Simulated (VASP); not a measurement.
# A slab model of a single sheet of SnO

Wanted: how a single sheet of SnO relaxes, and what it costs to take an electron out.

Calculated with VASP 6.6.1; r2SCAN; plane waves and PAW (Sn, O).

## (1) Starting point

The cell holds 4 atoms: 2 Sn and 2 O. Cell: a = 4.222 Å, b = 3.355 Å, c = 17.632 Å, α = 90.0°, β = 90.0°, γ = 90.0°. It derives from SnO. 1 sheet cut from a layered arrangement of the crystal. Vacuum lies along c.

## (2) Relaxing the slab

All atoms relax at the fixed cell.

Contents of INCAR:

```
SYSTEM = SnO
PREC = Normal
ENCUT = 400
EDIFF = 1E-05
NELM = 120
ISMEAR = 0
SIGMA = 0.05
LREAL = .FALSE.
ALGO = Normal
METAGGA = R2SCAN
LASPH = .TRUE.
NBANDS = 16
LORBIT = 11
LWAVE = .FALSE.
LCHARG = .FALSE.
KPAR = 2
IBRION = 2
NSW = 40
ISIF = 2
EDIFFG = -0.03
POTIM = 0.4
MAXMIX = 40
IDIPOL = 3
LDIPOL = .TRUE.
DIPOL = 0.5 0.5 0.5
```

Contents of POSCAR:

```
SnO
1.0
    4.2219700000      0.0000000000      0.0000000000
    0.0000000000      3.3550050000      0.0000000000
    0.0000000000      0.0000000000     17.6317515691
Sn O
2 2
Direct
    0.5131440000      0.0000000000      0.5746310300
    0.0131440000      0.5000000000      0.4253689700
    0.2368570000      0.5000000000      0.5349970230
    0.7368570000      0.0000000000      0.4650029770
```

Contents of KPOINTS:

```
Automatic mesh
0
Gamma
6 7 1
0 0 0
```

Potentials, in the order of the species: Sn and O (PBE family, release 64).

Launch:

```bash
mpirun -np 2 vasp_std
```

The program printed:

```text
[banner, memory and clock lines left out]
running    2 mpi-ranks, on    1 nodes
 distrk:  each k-point on    1 cores,    2 groups
 distr:  one band on    1 cores,    1 groups

 POSCAR found type information on POSCAR SnO
 POSCAR found :  2 types and       4 ions
|                                                                             |
|               ----> ADVICE to this user running VASP <----                  |
|                                                                             |
|     You enforced a specific xc type in the INCAR file but a different       |
|     [... a line on the potential file left out ...]
|     I HOPE YOU KNOW WHAT YOU ARE DOING!                                     |
|                                                                             |

 LDA part: xc-table for (None), standard interpolation
 POSCAR, INCAR and KPOINTS ok, starting setup
 FFT: planning ... GRIDC
 FFT: planning ... GRID_SOFT
 FFT: planning ... GRID
 WAVECAR not read
 entering main loop
       N       E                     dE             d eps       ncg     rms          rms(c)
DAV:   1     0.865193276592E+02    0.86519E+02   -0.65518E+03   560   0.743E+02
DAV:   2    -0.528728827203E+02   -0.13939E+03   -0.13292E+03   736   0.185E+02
DAV:   3    -0.755838244056E+02   -0.22711E+02   -0.22506E+02   648   0.860E+01
DAV:   4    -0.760120749845E+02   -0.42825E+00   -0.42774E+00   632   0.132E+01
DAV:   5    -0.760180281802E+02   -0.59532E-02   -0.59511E-02   664   0.134E+00    0.114E+01
DAV:   6    -0.663159825092E+02    0.97020E+01   -0.16221E+01   704   0.273E+01    0.419E+00
DAV:   7    -0.666094239757E+02   -0.29344E+00   -0.11182E+00   608   0.655E+00    0.280E+00
DAV:   8    -0.666583184509E+02   -0.48894E-01   -0.38673E-01   672   0.545E+00    0.112E+00
DAV:   9    -0.666297292690E+02    0.28589E-01   -0.15286E-01   736   0.272E+00    0.172E-01
DAV:  10    -0.666340329024E+02   -0.43036E-02   -0.90557E-03   624   0.696E-01    0.120E-01
DAV:  11    -0.666360805784E+02   -0.20477E-02   -0.48795E-03   648   0.445E-01    0.650E-02
DAV:  12    -0.666375782089E+02   -0.14976E-02   -0.11366E-03   632   0.211E-01    0.555E-02
DAV:  13    -0.666379557508E+02   -0.37754E-03   -0.46129E-04   680   0.153E-01    0.177E-02
DAV:  14    -0.666381331309E+02   -0.17738E-03   -0.16083E-04   664   0.825E-02    0.637E-03
DAV:  15    -0.666381747965E+02   -0.41666E-04   -0.74613E-06   576   0.231E-02    0.721E-03
DAV:  16    -0.666383251773E+02   -0.15038E-03   -0.61894E-05   608   0.531E-02    0.430E-03
DAV:  17    -0.666383855461E+02   -0.60369E-04   -0.63000E-06   512   0.227E-02    0.455E-03
DAV:  18    -0.666384320243E+02   -0.46478E-04   -0.87157E-06   496   0.239E-02    0.643E-04
DAV:  19    -0.666384035432E+02    0.28481E-04   -0.79708E-07   552   0.840E-03    0.700E-04
DAV:  20    -0.666384017763E+02    0.17669E-05   -0.50182E-07   472   0.778E-03
   1 F= -.66638402E+02 E0= -.66638402E+02  d E =-.666384E+02
 curvature:   0.00 expect dE= 0.000E+00 dE for cont linesearch  0.000E+00
 trial: gam= 0.00000 g(F)=  0.320E-01 g(S)=  0.000E+00 ort = 0.000E+00 (trialstep = 0.100E+01)
 search vector abs. value=  0.320E-01
 bond charge predicted
       N       E                     dE             d eps       ncg     rms          rms(c)
DAV:   1    -0.666577436954E+02   -0.19340E-01   -0.15419E+00   512   0.991E+00    0.314E-01
DAV:   2    -0.666606282487E+02   -0.28846E-02   -0.51250E-02   632   0.159E+00    0.243E-01
DAV:   3    -0.666604675157E+02    0.16073E-03   -0.29012E-03   624   0.415E-01    0.904E-02
DAV:   4    -0.666607522855E+02   -0.28477E-03   -0.92884E-04   584   0.237E-01    0.186E-02
DAV:   5    -0.666606343520E+02    0.11793E-03   -0.82025E-05   608   0.712E-02    0.984E-03
DAV:   6    -0.666606439345E+02   -0.95825E-05   -0.46647E-06   520   0.196E-02
   2 F= -.66660644E+02 E0= -.66660644E+02  d E =-.222422E-01
[... from here on, the cycles between the ionic steps are left out ...]
   3 F= -.66664600E+02 E0= -.66664600E+02  d E =-.261982E-01
   4 F= -.66664591E+02 E0= -.66664591E+02  d E =-.261887E-01
   5 F= -.66667838E+02 E0= -.66667838E+02  d E =-.324794E-02
   6 F= -.66671208E+02 E0= -.66671208E+02  d E =-.661763E-02
   7 F= -.66674096E+02 E0= -.66674096E+02  d E =-.288820E-02
   8 F= -.66677529E+02 E0= -.66677529E+02  d E =-.632045E-02
   9 F= -.66677535E+02 E0= -.66677535E+02  d E =-.632697E-02
 curvature:  -3.41 expect dE=-0.102E-02 dE for cont linesearch -0.273E-08
 trial: gam= 0.13507 g(F)=  0.299E-03 g(S)=  0.000E+00 ort =-0.243E-05 (trialstep = 0.133E+01)
 search vector abs. value=  0.433E-03
 bond charge predicted
       N       E                     dE             d eps       ncg     rms          rms(c)
DAV:   1    -0.666776654180E+02   -0.13449E-03   -0.79444E-02   512   0.229E+00    0.550E-02
DAV:   2    -0.666778165704E+02   -0.15115E-03   -0.19497E-03   576   0.328E-01    0.415E-02
DAV:   3    -0.666776276393E+02    0.18893E-03   -0.12868E-04   576   0.985E-02    0.113E-02
DAV:   4    -0.666777203691E+02   -0.92730E-04   -0.24050E-05   416   0.421E-02    0.308E-03
DAV:   5    -0.666777615770E+02   -0.41208E-04   -0.36752E-06   512   0.185E-02    0.232E-03
DAV:   6    -0.666777670393E+02   -0.54623E-05   -0.23323E-06   392   0.164E-02
  10 F= -.66677767E+02 E0= -.66677767E+02  d E =-.231924E-03
 trial-energy change:   -0.000232  1 .order   -0.000226   -0.000398   -0.000054
 step:   1.5409(harm=  1.5409)  dis= 0.00270  next Energy=   -66.677766 (dE=-0.230E-03)
 reached required accuracy - stopping structural energy minimisation
```

It took 2.2 min on 2 MPI ranks of Intel Xeon 6975P-C (Granite Rapids), shared host; peak memory 0.44 GiB.

The logs omit lines about the potential files and the build; timing stands in the text.

From OUTCAR (step 2):

```text
ion  position               nearest neighbor table
   1  0.513  0.000  0.575-   4 2.15   3 2.16   3 2.16
   2  0.013  0.500  0.425-   3 2.15   4 2.16   4 2.16
   3  0.237  0.500  0.535-   2 2.15   1 2.16   1 2.16
   4  0.737  0.000  0.465-   1 2.15   2 2.16   2 2.16

  LATTYP: Found a simple orthorhombic cell.
 ALAT       =     3.3550050000
 B/A-ratio  =     1.2584094510
 C/A-ratio  =     5.2553577622

 Subroutine GETGRP returns: Found  4 space group operations
 (whereof  2 operations were pure point group operations)

The static configuration has the point symmetry C_1h.
 The point group associated with its full space group is C_2v.

 Found     16 irreducible k-points:

   k-points           NKPTS =     16   k-points in BZ     NKDIM =     16   number of bands    NBANDS=     16

   dimension x,y,z NGX =    24 NGY =   16 NGZ =   90
   dimension x,y,z NGXF=    48 NGYF=   32 NGZF=  180

   ENCUT  =  400.0 eV  29.40 Ry    5.42 a.u.   6.88  5.47 28.75*2*pi/ulx,y,z

   NELECT =      20.0000    total number of electrons

 k-points in reciprocal lattice and weights: Automatic mesh
   0.00000000  0.00000000  0.00000000       0.024
   0.16666667  0.00000000  0.00000000       0.048
   0.33333333  0.00000000  0.00000000       0.048
   0.50000000  0.00000000  0.00000000       0.024
   0.00000000  0.14285714  0.00000000       0.048
   0.16666667  0.14285714  0.00000000       0.095
   0.33333333  0.14285714  0.00000000       0.095
   0.50000000  0.14285714  0.00000000       0.048
   0.00000000  0.28571429  0.00000000       0.048
[...]
0.33333333  0.42857143  0.00000000       0.095
   0.50000000  0.42857143  0.00000000       0.048

 dipolmoment           0.000000      0.000000     -0.000000 electrons x Angstroem

 average (electrostatic) potential at core
       1 -54.9153       2 -54.9153       3 -81.2389       4 -81.2389

 E-fermi :  -2.8542

 k-point     1 :       0.0000    0.0000    0.0000
  band No.  band energies     occupation
    ...
      6      -6.8398      2.00000
      7      -6.6566      2.00000
      8      -5.5392      2.00000
      9      -4.6204      2.00000
     10      -3.4445      2.00000
     11       0.7641      0.00000
     12       0.9289      0.00000
     13       2.2872      0.00000
     14       2.6410      0.00000
     15       2.9647      0.00000
    ...

 k-point     2 :       0.1667    0.0000    0.0000
  band No.  band energies     occupation
    ...
      6      -6.5027      2.00000
      7      -6.5008      2.00000
      8      -5.6217      2.00000
      9      -4.4750      2.00000
     10      -3.5379      2.00000
     11       0.4989      0.00000
     12       0.9824      0.00000
     13       1.8930      0.00000
     14       2.4406      0.00000
     15       3.0210      0.00000
    ...

 k-point     3 :       0.3333    0.0000    0.0000
  band No.  band energies     occupation
    ...
      6      -6.1252      2.00000
      7      -6.0346      2.00000
      8      -5.8539      2.00000
      9      -4.3108      2.00000
     10      -3.8346      2.00000
     11       0.0229      0.00000
     12       0.2865      0.00000
     13       2.0454      0.00000
     14       2.7835      0.00000
     15       3.6748      0.00000
    ...

  Total       -1.2392636     -1.6938562     -1.1629084      0.0000000      0.0000000      0.0000000
  in kB       -7.9500616    -10.8663413     -7.4602315      0.0000000      0.0000000      0.0000000
  external PRESSURE =      -8.7588781 kB  Pullay stress =       0.0000000 kB

  energy-cutoff  :      400.00
  volume of cell :      249.75
      direct lattice vectors                 reciprocal lattice vectors
     4.221970000  0.000000000  0.000000000     0.236856254  0.000000000  0.000000000
     0.000000000  3.355005000  0.000000000     0.000000000  0.298062149  0.000000000
     0.000000000  0.000000000 17.631751569     0.000000000  0.000000000  0.056715863

 POSITION                                       TOTAL-FORCE (eV/Angst)
 -----------------------------------------------------------------------------------
      2.12846      0.00000     10.11112         0.005619      0.000000     -0.006352
      0.01747      1.67750      7.52063         0.005619      0.000000      0.006352
      1.03802      1.67750      9.36601        -0.005619      0.000000     -0.016435
      3.14901      0.00000      8.26575        -0.005619      0.000000      0.016435
 -----------------------------------------------------------------------------------
    total drift:                               -0.000783     -0.000000     -0.000026

  FREE ENERGIE OF THE ION-ELECTRON SYSTEM (eV)
  ---------------------------------------------------
  free  energy   TOTEN  =       -66.6777670393 eV

  energy  without entropy=      -66.6777670393  energy(sigma->0) =      -66.67776704

 reached required accuracy - stopping structural energy minimisation

 vacuum level on the upper side and lower side of the slab         2.443         2.443

 total charge
# of ion       s       p       d       tot
------------------------------------------
    1        1.469   1.252   0.271   2.992
    2        1.469   1.252   0.271   2.992
    3        1.601   3.474   0.000   5.075
    4        1.601   3.474   0.000   5.075
--------------------------------------------------
tot          6.140   9.452   0.542  16.133

[... 3 further parts left out ...]
```

CONTCAR:

```
SnO
   1.00000000000000
     4.2219699999999998    0.0000000000000000    0.0000000000000000
     0.0000000000000000    3.3550049999999998    0.0000000000000000
     0.0000000000000000    0.0000000000000000   17.6317515691000004
  Sn              O
     2     2
Direct
     0.5041388188600632    0.0000000000000000    0.5734610964139294
     0.0041388188600632    0.5000000000000000    0.4265389035860706
     0.2458621811399343    0.5000000000000000    0.5312011257640877
     0.7458621811399343    0.0000000000000000    0.4687988742359121
```

The gap is read on the k-mesh alone, so it is an upper bound where the band edges lie off the mesh. The PAW data sets were made with PBE, which is usual practice but a small mismatch for other functionals. The data set Sn keeps the semicore shell frozen, which is cheaper and a little less accurate. The run keeps the 4 symmetry operations of its start, so it cannot find a distortion of lower symmetry.

Relaxation path:

| step | energy less that of the first step (eV) | largest force (eV/Å) |
| --- | --- | --- |
| 1 | 0.0000 | 0.5817 |
| 2 | -0.0222 | 0.2226 |
| 3 | -0.0262 | 0.1892 |
| 4 | -0.0262 | 0.1908 |
| 5 | -0.0294 | 0.1271 |
| 6 | -0.0328 | 0.1556 |
| 7 | -0.0357 | 0.1121 |
| 8 | -0.0391 | 0.0572 |
| 9 | -0.0391 | 0.0596 |
| 10 | -0.0394 | 0.0174 |

The atoms that moved most (Å):

| atom | dx | dy | dz | length |
| --- | --- | --- | --- | --- |
| O4 | 0.038 | 0.000 | 0.067 | 0.077 |
| O3 | 0.038 | 0.000 | -0.067 | 0.077 |
| Sn1 | -0.038 | 0.000 | -0.021 | 0.043 |
| Sn2 | -0.038 | 0.000 | 0.021 | 0.043 |

Final coordinates:

```xyz
4
Lattice="4.2220 0.0000 0.0000 0.0000 3.3550 0.0000 0.0000 0.0000 17.6318" Properties=species:S:1:pos:R:3
Sn    2.1285    0.0000   10.1111
Sn    0.0175    1.6775    7.5206
O     1.0380    1.6775    9.3660
O     3.1490    0.0000    8.2657
```

Numbers from this step:

```yaml
electronic_cycles: 94
electrons: 20
free_energy_toten: -66.6778 eV
fermi_energy: -2.854 eV
labelled_metallic_from_the_levels_on_this_mesh: no
dipole_moment: 0, 0, 0 e·Å
gap_on_the_k_mesh: 2.995 eV
least_direct_gap_on_the_k_mesh: 3.192 eV
```

The run ended after 10 ionic steps, 0.039 eV below its first step, once the forces on the free atoms met EDIFFG = -0.03.

Only the dipole across the slab is computed (IDIPOL = 3); zeros along the plane are no results.

(Part 1 of 3 ends here.)

[Lines on the potential files, build, host, timing and source positions are cut from VASP's logs without a mark.]

[Logs are printed without paths, hosts, clocks, repeated set-up lines and the standing remarks that a program may print on its own settings, such as how far it seeks lower states.]

[Hosts, paths, dates, database ids (printed as entryN), source tags and the programs' standing remarks are cut or masked in the printed files.]

[In band tables of VASP the shares of atoms and orbitals are scaled to a sum of 1 inside the atoms' spheres.]

[Runs that stopped without an error message from VASP are left out.]
